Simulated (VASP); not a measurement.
All values below come from PBE GGA, VASP's PBE PAW potentials (set 64) (plane waves; VASP).

A VASP calculation is set up with these files.

File KPOINTS:
```
K-points
0
gamma
14 14 8
```

File POSCAR:
```
Os
1.0
  1.3650000000  -2.3642490000   0.0000000000
  1.3650000000   2.3642490000   0.0000000000
  0.0000000000   0.0000000000   4.3200000000
Os
2
Direct
  0.3333330000   0.6666670000   0.2500000000
  0.6666670000   0.3333330000   0.7500000000
```

INCAR:
```
ISIF = 3   # ions, shape and volume
NSW = 60   # most ionic steps
LASPH = .True.
NELM = 100   # most electronic steps
LCHARG = .False.
GGA = PE   # PBE
SIGMA = 0.1   # width (eV)
LREAL = .False.   # projection in real space or not
PREC = Accurate
SYSTEM = Os
ENCUT = 400   # plane-wave cut-off (eV)
ALGO = Normal   # blocked Davidson
EDIFFG = -0.01
LMAXMIX = 6   # l cut-off of mixed one-centre charges
EDIFF = 1E-6   # SCF stop (eV)
ISMEAR = 1   # Methfessel-Paxton
IBRION = 2   # conjugate gradients
LWAVE = .False.
```

POTCAR, in this order: Os (PBE.64 set). Program: vasp_std.

Energy and stress use the plane-wave basis of the starting cell. Unless said otherwise, spin-orbit coupling is left out, though it shifts the bands of the heavy elements here.

Q: Estimate the energy per atom (σ→0), volume per atom, band gap (on the k-mesh).

A: 
```
Property                                                     Value
------------------------  ----------------------------------------
energy per atom (σ→0)                      -1085.0 kJ/mol of atoms
band gap (on the k-mesh)  none (metal, semimetal or under 0.01 eV)
volume per atom                                      14.27 Å³/atom
```

File OSZICAR:
```
...
DAV:   5    -0.224900259532E+02    0.78962E-06   -0.57947E-07  1612   0.824E-03
   5 F= -.22490026E+02 E0= -.22489558E+02  d E =0.258053E-04
       N       E                     dE             d eps       ncg     rms          rms(c)
DAV:   1    -0.224906772297E+02   -0.65049E-03   -0.29142E-02  2936   0.150E+00    0.914E-02
DAV:   2    -0.224904027267E+02    0.27450E-03   -0.31669E-04  3480   0.234E-01    0.458E-02
DAV:   3    -0.224903195539E+02    0.83173E-04   -0.14966E-04  3176   0.105E-01    0.892E-03
DAV:   4    -0.224903199052E+02   -0.35125E-06   -0.96395E-06  2932   0.404E-02
   6 F= -.22490320E+02 E0= -.22489863E+02  d E =-.268147E-03
```

The compound is Os in the hcp structure. This run relaxes it. Symmetry was kept, so distortions that lower it aren't found.
